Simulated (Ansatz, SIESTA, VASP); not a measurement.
## Code comparison for LaPt2 (P1, 6 atoms in the cell)

Self-consistent single point, at a second geometry (atoms moved at random). First geometry:

```
LaPt2
1.0
    0.00000     3.91631     3.91631
    3.91631     0.00000     3.91631
    3.91631     3.91631     0.00000
La Pt
2 4
Direct
  0.50000   0.50000   0.50000
  0.75000   0.75000   0.75000
  0.12500   0.12500   0.12500
  0.62500   0.12500   0.12500
  0.12500   0.12500   0.62500
  0.12500   0.62500   0.12500
```

Second geometry:
```yaml
crystal:
  lattice:
    - [0.00000, 3.91631, 3.91631]
    - [3.91631, 0.00000, 3.91631]
    - [3.91631, 3.91631, 0.00000]
  atoms:
    - { symbol: La, position: [0.48824, 0.50661, 0.50742] }
    - { symbol: La, position: [0.74826, 0.75301, 0.74584] }
    - { symbol: Pt, position: [0.14116, 0.11363, 0.11500] }
    - { symbol: Pt, position: [0.62686, 0.11406, 0.14353] }
    - { symbol: Pt, position: [0.11584, 0.12975, 0.62102] }
    - { symbol: Pt, position: [0.12965, 0.63293, 0.11718] }
```

Shared settings, as Ansatz (a first-principles code) writes them: kpoints.mp_grid.grid = 7 7 7; scf.occupations.method = gaussian; scf.occupations.width = 0.2 eV. Potentials and cutoffs stand in the table.

```csv
code,model,ΔF from the first geometry (meV/atom),pressure (GPa),largest force (eV/Å),cutoff
SIESTA,"GGA PBEsol, numerical atomic orbitals DZP, PseudoDojo PBEsol standard norm-conserving potentials (rewritten from UPF to PSML)",15.4,-2.69,1.075,grid 400 Ry
VASP,"PBEsol, VASP's PBE PAW potentials (set 64)",11.9,-5.17,0.846,300 eV
Ansatz,"PBEsol, PAW files made with PBE",12.0,-4.58,0.859,420 eV
```

Size of the force on each atom (eV/Å): Sizes of forces hide their directions.

```json
[
 {"code": "SIESTA", "La1": "0.445", "La2": "0.284", "Pt3": "0.902", "Pt4": "0.617", "Pt5": "0.218", "Pt6": "1.075"},
 {"code": "VASP", "La1": "0.323", "La2": "0.189", "Pt3": "0.700", "Pt4": "0.479", "Pt5": "0.148", "Pt6": "0.846"},
 {"code": "Ansatz", "La1": "0.320", "La2": "0.188", "Pt3": "0.708", "Pt4": "0.481", "Pt5": "0.152", "Pt6": "0.859"}
]
```

On Ansatz's run: spin-orbit coupling is off. Spin polarisation is off.

The spread over the programs that give each value: ΔF from the first geometry within 3.5 meV/atom; pressure within 2.48 GPa; largest force within 0.229 eV/Å.

SIESTA uses small atom-centred bases, whose incompleteness enters pressures, forces and empty levels differently from a plane-wave cutoff. Ansatz's pressure is given at a fixed set of plane waves, as the other plane-wave codes print theirs; with its correction for the finite basis it is -4.54 GPa. In the pressure, SIESTA (by 2.18) lies more than 1 GPa from the median of the plane-wave programs. In the force vectors, SIESTA (by 0.223) lies more than 0.08 eV/Å from the median of the plane-wave programs.

VASP's run is marked for a possible Pulay error in its stress at this cutoff; no cutoff test was made.

The starting cell comes from a database of computed structures (which also holds hypothetical and non-ambient phases and stackings), without a prior relaxation at this level. Its lattice was rescaled by a random factor within 2.5 % of one. For this run, on top of that: atoms moved at random.

Keys are those of Ansatz 0.2.
